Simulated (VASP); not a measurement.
```yaml
crystal:
  lattice:
    - [1.50335, 0.86796, 4.87768]
    - [-1.50335, 0.86796, 4.87768]
    - [0.00000, -1.73592, 4.87768]
  atoms:
    - { symbol: Mg, position: [0.50000, 0.50000, 0.50000] }
    - { symbol: Al, position: [0.00000, 0.00000, 0.00000] }
```

These are PBEsol GGA, VASP's PBE PAW potentials (set 64) (plane waves; VASP) values and carry that method's errors. Numerical set-up: 400 eV cut-off, Gaussian smearing of 0.050 eV, potentials Mg Al.

Question: Give the energies of bands 1 to 5 at the high-symmetry points, in eV from the Fermi level.

Answer: 
```tsv
band	Γ	T	H2	L	S0	F
1	-9.14	-8.28	-2.05	-3.77	-1.83	-3.27
2	-3.00	-6.52	-1.60	-3.51	-1.77	-3.27
3	-2.35	4.34	-1.39	0.47	-1.51	-1.24
4	10.79	4.77	-0.40	0.83	0.17	0.23
5	10.80	10.27	2.99	4.78	1.81	5.84
```

It has no gap at this level: it comes out as a metal or semimetal.

The structure comes from a computed database's MgAl entry (R-3m); how it stands against other phases isn't given here. It was relaxed first. The electron count is odd and the run is not spin-polarised, which forces a metal.
